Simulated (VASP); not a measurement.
# BeCr3: relaxation of cell and atoms with r2SCAN+D3(BJ)

Crystal: BeCr3.

```
Cr Be
1.0
     3.51121    0.00000    0.00000
     0.00000    3.51121    0.00000
     0.00000    0.00000    3.51121
Cr Be
3 1
Direct
  0.50000 0.50000 0.00000
  0.50000 0.00000 0.50000
  0.00000 0.50000 0.50000
  0.00000 0.00000 0.00000
```

The cell comes from a database or a generator and needn't be the stable form of this composition.

```
Program                : VASP 6.6.1
Task                   : relaxation of cell and atoms
Functional             : r2SCAN
Dispersion             : D3(BJ)
Potentials or basis    : VASP PAW PBE potentials, release 64 (Cr_pv, Be)
Cutoff                 : 600 eV
k mesh                 : 8 × 8 × 8
Occupations            : methfessel-paxton, width 0.1 eV
Spin                   : collinear spin, ferromagnetic start
Starting moments       : [3.0, 3.0, 3.0, 0.0] μB
Further INCAR settings : ALGO = Normal; EDIFF = 1e-07; IBRION = 2; EDIFFG = -0.01; NSW = 40; ISIF = 3
```

The relaxed volume is 10.47 Å³/atom, the relaxed cell is a = 3.473 Å, b = 3.473 Å, c = 3.473 Å, α = 90.00°, β = 90.00°, γ = 90.00° and the space group after relaxing (to 0.05 Å) is Pm-3m (No. 221). The energy gained by relaxing is 8.3 meV/atom, the ionic steps are 3 and the pressure after relaxing is -0.1 GPa. The band gap on the k mesh is none (metal or under the smearing width), the net moment is 0.00 μB per cell and the valence electrons inside the program's atomic spheres are Cr 11.32; Be 1.22. The dispersion energy per atom is -0.220 eV.

The path:
| step | energy change (eV) | largest force (eV/Å) | pressure (GPa) | volume (Å³) |
| --- | --- | --- | --- | --- |
| 1 | 0.0000 | 0.0000 | -7.31 | 43.29 |
| 2 | 0.0159 | 0.0000 | 10.09 | 40.27 |
| 3 | -0.0331 | 0.0000 | -0.05 | 41.89 |

Final structure:
```
CELL_PARAMETERS angstrom
3.47298 0.00000 0.00000
0.00000 3.47298 0.00000
0.00000 0.00000 3.47298
ATOMIC_POSITIONS crystal
Cr 0.50000 0.50000 0.00000
Cr 0.50000 0.00000 0.50000
Cr 0.00000 0.50000 0.50000
Be 0.00000 0.00000 0.00000
```

Levels at points of the mesh, in eV from the Fermi level:
Spin up:
| k point | band 15 | band 16 | band 17 | band 18 | band 19 | band 20 | band 21 | band 22 | band 23 | band 24 |
| --- | --- | --- | --- | --- | --- | --- | --- | --- | --- | --- |
| (0.00, 0.00, 0.00) | -3.32 | -3.32 | 0.71 | 0.71 | 0.71 | 1.80 | 1.80 | 1.80 | 2.16 | 2.16 |
| (0.50, 0.00, 0.00) | -2.71 | -1.63 | -1.00 | -1.00 | -0.16 | -0.03 | 0.59 | 0.73 | 0.73 | 1.18 |
| (0.50, 0.50, 0.00) | -2.16 | -1.91 | -1.91 | -0.83 | -0.83 | 0.38 | 0.49 | 0.49 | 1.10 | 1.41 |
| (0.50, 0.50, 0.50) | -1.23 | -1.23 | -0.96 | -0.96 | -0.96 | 0.75 | 0.75 | 0.75 | 0.91 | 1.38 |
Spin down:
```tsv
k point	band 15	band 16	band 17	band 18	band 19	band 20	band 21	band 22	band 23	band 24
(0.00, 0.00, 0.00)	-3.32	-3.32	0.71	0.71	0.71	1.80	1.80	1.80	2.16	2.16
(0.50, 0.00, 0.00)	-2.71	-1.63	-1.00	-1.00	-0.16	-0.03	0.59	0.73	0.73	1.18
(0.50, 0.50, 0.00)	-2.17	-1.91	-1.91	-0.83	-0.83	0.38	0.49	0.49	1.10	1.41
(0.50, 0.50, 0.50)	-1.23	-1.23	-0.96	-0.96	-0.96	0.75	0.75	0.75	0.91	1.38
```

Wall time 14 min on 1 thread of Intel(R) Xeon(R) Platinum 8259CL CPU @ 2.50GHz (Skylake/Cascade Lake), with other jobs on the host, peak memory 0.24 GiB.

Caveat: the starting moments collapsed, and a magnetic state may lie lower; the PAW data sets were made with another functional, which shifts forces and pressure a little; pairwise dispersion overbinds metals, which lowers pressure and volume.
